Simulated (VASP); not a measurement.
Input:

```
PbF2
1.0
    0.00000     2.91857     2.91857
    2.91857     0.00000     2.91857
    2.91857     2.91857     0.00000
Pb F
1 2
Cartesian
  5.83715   2.91857   2.91857
  1.45929   1.45929   1.45929
  4.37786   4.37786   4.37786
```

The numbers are results of r2SCAN+rVV10, VASP's PBE PAW potentials (set 64) (plane waves; VASP), not measurements. Numerical set-up: 520 eV cut-off, 7×7×7 Γ-centred mesh, Gaussian smearing of 0.050 eV, potentials Pb_d F.

Question: What does the run give for the energy per atom (σ→0), pressure?

Answer: 
The energy per atom (σ→0) comes out as -23080 meV/atom and the pressure is 2.53 GPa.

The absolute energy has meaning only against runs of the same code, potentials and settings.

The compound is PbF2 in the fluorite structure, the β form. This cell is one point of a volume scan, at 0.97 of the reference volume.
